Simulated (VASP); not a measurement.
Data:

```xyz
2
Lattice="0.0000 3.0391 3.0391 3.0391 0.0000 3.0391 3.0391 3.0391 0.0000" Properties=species:S:1:pos:R:3 pbc="T T T"
Cd     3.0391     0.0000     3.0391
S      1.5195     1.5195     1.5195
```

Computed with vdW-DF2, VASP's PBE PAW potentials (set 64) (plane waves; VASP 6.6.1). Numerical set-up: 520 eV cut-off, 8×8×8 Γ-centred mesh, tetrahedra with Blöchl corrections, potentials Cd S.

Question: Predict the energy per atom (σ→0), band gap (on the k-mesh) with the smallest direct gap where there is one.

Answer: 
- band gap (on the k-mesh): 0.64 eV
- smallest direct gap (on the k-mesh): 0.64 eV
- energy per atom (σ→0): -0.534 eV/atom

Only differences to runs with the same potentials and settings are physical.

The compound is CdS in the zinc blende structure, a metastable form; wurtzite is the usual one. It was relaxed first, which changed the volume by +14 %.
